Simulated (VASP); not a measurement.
Wanted: the native input for a VASP 6.6.1 run.

* Task: electrostatic potential
* Functional: PBEsol
* Dispersion: D4
* Potentials or basis: VASP PAW PBE potentials, release 64 (Nb_sv)
* Cutoff: 520 eV
* k mesh: 18 × 18 × 18
* Occupations: methfessel-paxton, width 0.1 eV
* Spin: no spin polarisation
* Further INCAR settings: ALGO = Fast; EDIFF = 1e-07

The structure of Nb lies in POSCAR:

```
Nb                                      
1.0
   -1.6300667695      1.6300667695      1.6300667695
    1.6300667695     -1.6300667695      1.6300667695
    1.6300667695      1.6300667695     -1.6300667695
  Nb            
     1
Direct
     0.0000000000000000    0.0000000000000000    0.0000000000000000
```

The cell was built by a generator and needn't be a form met in nature.

The input as run:

INCAR

```
PREC     = Accurate       # precision mode
ENCUT    = 520            # plane-wave cutoff, eV
EDIFF    = 1E-7           # SCF threshold, eV
ISMEAR   = 1              # smearing method
SIGMA    = 0.1            # smearing width, eV
LREAL    = False          # projectors in reciprocal space
LASPH    = True           # aspherical terms in the spheres
NELM     = 100            # most SCF steps
ALGO     = Fast           # electronic algorithm
ISIF     = 2              # what is computed and relaxed
LWAVE    = False          # write WAVECAR
LCHARG   = True           # write CHGCAR
GGA      = PS             # functional
IVDW     = 13             # dispersion correction
LVHAR    = True
```

KPOINTS

```
Automatic mesh
0
Gamma
  18 18 18
```

Potentials or basis: VASP PAW PBE potentials, release 64 (Nb_sv).

Command:

```bash
$ cat potpaw_PBE.64/Nb_sv/POTCAR > POTCAR
$ mpirun -np 1 vasp_std > vasp.out
```

Results of the run:

- Pressure: -0.1 GPa
- Band gap on the k mesh: none (metal or under the smearing width)
- Dispersion energy per atom: -0.203 eV

Caveat: the PAW data sets were made with another functional, which shifts forces and pressure a little; pairwise dispersion overbinds metals, which lowers pressure and volume.

It took 93 s on 1 thread of AMD EPYC 7R13 Processor (Zen 3) (shared host), peak memory 0.13 GiB.
